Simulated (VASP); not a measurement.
Here is the system:

Space group Pm-3m (No. 221); a = b = c = 4.1064 Å, α = β = γ = 90.00°

| atom | site | symmetry | x | y | z |
|---|---|---|---|---|---|
| Sc | 1a | m-3m | 0.0000 | 0.0000 | 0.0000 |
| Al | 3c | 4/mm.m | 0.0000 | 0.5000 | 0.5000 |

Method: PBE GGA, VASP's PBE PAW potentials (set 64) (plane waves; VASP). Run with 480 eV cut-off, 8×8×8 Γ-centred mesh, first-order Methfessel-Paxton smearing of 0.10 eV, potentials Sc_sv Al.

Each relaxation starts from this cell; other phases were not tried.

Problem. The cell is relaxed at 5 GPa. What happens?

Solution. The volume per atom goes from 17.31 to 16.43 Å³ (-5.1 %), and the cell becomes a = b = c = 4.0356 Å, α = β = γ = 90.00°, space group Pm-3m.

Problem. The cell is relaxed at 15 GPa. What happens?

Solution. The volume per atom goes from 17.31 to 15.16 Å³ (-12.4 %), and the cell becomes a = b = c = 3.9287 Å, α = β = γ = 90.00°, space group Pm-3m.

Failed runs are left out, and for metals the shear rows, which the mesh's noise covers.

The compound is Al3Sc in the L1_2 structure.
